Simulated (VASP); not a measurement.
An input for Quantum ESPRESSO's pw.x (written as the equivalent of a VASP run, and not itself run):

```
&CONTROL
  calculation = 'scf'
  pseudo_dir = './pseudo'
  outdir = './out'
  tprnfor = .true.
  tstress = .true.
/
&SYSTEM
  ibrav = 0
  nat = 2
  ntyp = 2
  ecutwfc = 96
  occupations = 'tetrahedra'
  input_dft = 'revpbe'
/
&ELECTRONS
  conv_thr = 7.3e-09
  electron_maxstep = 100
/
ATOMIC_SPECIES
  Al 26.982 Al.upf
  Co 58.933 Co.upf
CELL_PARAMETERS angstrom
     2.8669393   -0.0000000   -0.0000000
     0.0000000    2.8669393   -0.0000000
     0.0000000   -0.0000000    2.8669393
ATOMIC_POSITIONS crystal
  Al   0.5000000  0.5000000  0.5000000
  Co   0.0000000  0.0000000  0.0000000
K_POINTS automatic
  14 14 14 0 0 0
```

Translate this input to VASP (INCAR, KPOINTS, POSCAR, choice of POTCAR).

One answer among several that fit: 
### KPOINTS
```
kpoints
0
gamma
14 14 14
0 0 0
```

**POSCAR**
```
CoAl
1
    2.8669392518    -0.0000000000    -0.0000000000
    0.0000000000     2.8669392518    -0.0000000000
    0.0000000000    -0.0000000000     2.8669392518
Al Co
1 1
Direct
  0.5000000000   0.5000000000   0.5000000000
  0.0000000000   0.0000000000   0.0000000000
```

**INCAR**
```
NELM = 100   # most electronic steps
GGA = RE   # revPBE
LWAVE = .FALSE.
NEDOS = 601   # DOS grid
LORBIT = 11   # lm-projected
LCHARG = .TRUE.
ISMEAR = -5   # tetrahedra, Bloechl
ALGO = Normal
ENCUT = 520
LREAL = .FALSE.   # projection in real space or not
PREC = Accurate
LASPH = .TRUE.
SYSTEM = CoAl
LMAXMIX = 4
ISIF = 2   # forces and stress, cell fixed
EDIFF = 1E-7
```

POTCAR, in this order: Al Co (PBE.64 set). Program: vasp_std.

The two are equivalent in intent, not identical: the potentials are each code's own (VASP's PAW set, PseudoDojo norm-conserving files in pw.x), so ENCUT and ecutwfc are chosen apart and not converted; conv_thr bounds pw.x's estimated SCF error, while EDIFF bounds the energy change between steps.

The compound is CoAl in the CsCl type structure. It was relaxed first.
